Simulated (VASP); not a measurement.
## Nb3Sn: band structure with PBE

Crystal: Nb3Sn.

```
CELL_PARAMETERS angstrom
5.28210 0.00000 0.00000
0.00000 5.28210 0.00000
0.00000 0.00000 5.28210
ATOMIC_POSITIONS crystal
Nb 0.25000 0.00000 0.50000
Nb 0.50000 0.75000 0.00000
Nb 0.75000 0.00000 0.50000
Nb 0.50000 0.25000 0.00000
Nb 0.00000 0.50000 0.75000
Nb 0.00000 0.50000 0.25000
Sn 0.00000 0.00000 0.00000
Sn 0.50000 0.50000 0.50000
```

```
Program                : VASP 6.6.1
Task                   : band structure
Functional             : PBE
Potentials or basis    : VASP PAW PBE potentials, release 64 (Nb_sv, Sn_d)
Cutoff                 : 520 eV
k mesh                 : 6 × 6 × 6
Occupations            : gaussian, width 0.02 eV
Spin                   : no spin polarisation
Further INCAR settings : ALGO = Normal; EDIFF = 1e-06; NBANDS = 63
```

* Pressure: 3.3 GPa
* Band gap along the path: none (metal or under the smearing width)

Levels at the corners of the path, in eV from the Fermi level:
```csv
point,band 49,band 50,band 51,band 52,band 53,band 54,band 55,band 56,band 57,band 58
Γ,-1.38,-0.55,-0.55,-0.55,-0.06,-0.06,2.39,2.39,2.39,2.48
X,-1.01,-1.01,-0.84,-0.84,-0.37,-0.37,1.52,1.52,2.19,2.19
X,-1.01,-1.01,-0.84,-0.84,-0.37,-0.37,1.52,1.52,2.19,2.19
M,0.10,0.10,0.17,0.17,0.20,0.58,0.63,0.63,0.76,0.91
M,0.10,0.10,0.17,0.17,0.20,0.58,0.63,0.63,0.76,0.91
Γ,-1.38,-0.55,-0.55,-0.55,-0.06,-0.06,2.39,2.39,2.39,2.48
Γ,-1.38,-0.55,-0.55,-0.55,-0.06,-0.06,2.39,2.39,2.39,2.48
R,0.03,0.03,0.03,0.03,0.12,0.12,0.12,0.12,0.12,0.12
R,0.03,0.03,0.03,0.03,0.12,0.12,0.12,0.12,0.12,0.12
X,-1.01,-1.01,-0.84,-0.84,-0.37,-0.37,1.52,1.52,2.19,2.19
M,0.10,0.10,0.17,0.17,0.20,0.58,0.63,0.63,0.76,0.91
R,0.03,0.03,0.03,0.03,0.12,0.12,0.12,0.12,0.12,0.12
```

Run time: 6.7 min on 1 thread of Intel(R) Xeon(R) 6975P-C (Granite Rapids), with other jobs on the host, peak memory 0.39 GiB.

Caveat: spin-orbit coupling is left out, which moves the levels of the heavy elements.
